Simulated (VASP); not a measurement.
Given:

Space group Im-3m (No. 229); a = b = c = 6.043 Å, α = β = γ = 90.00°

| atom | site | symmetry | x | y | z |
|---|---|---|---|---|---|
| Cs | 2a | m-3m | 0.0000 | 0.0000 | 0.0000 |
(The calculation used a cell of 1 atom; values per cell refer to that cell.)

Computed with PBE GGA with D3 dispersion (Becke-Johnson damping), VASP's PBE PAW potentials (set 64) (plane waves; VASP). Run with 520 eV cut-off, 9×9×9 Γ-centred mesh, first-order Methfessel-Paxton smearing of 0.10 eV, potentials Cs_sv.

Problem. Give the energy at these volumes per atom, relative to the lowest: 103.91, 107.23, 110.54, 113.86, 117.17 Å³.

Solution. 2.8, 0.6, 0.0, 0.7, 2.7 meV/atom. A third-order Birch-Murnaghan fit gives B0 = 2.2 GPa and B0′ = 3.2.

Measured: bulk modulus 2.1 GPa at 0 K (computed value off by +4.7 %), as given by H. Levämäki et al., Physical Review B (2014), arXiv:1402.3671 [corrected for temperature and zero-point phonon effects]; a 6.039 Å at 0 K (computed value off by +0.1 %), as given by Gábor I. Csonka et al., Physical Review B (2009), arXiv:0903.4037 [low-temperature or extrapolated to 0 K; zero-point anharmonic expansion removed].

The compound is Cs in the bcc structure. It was relaxed first.
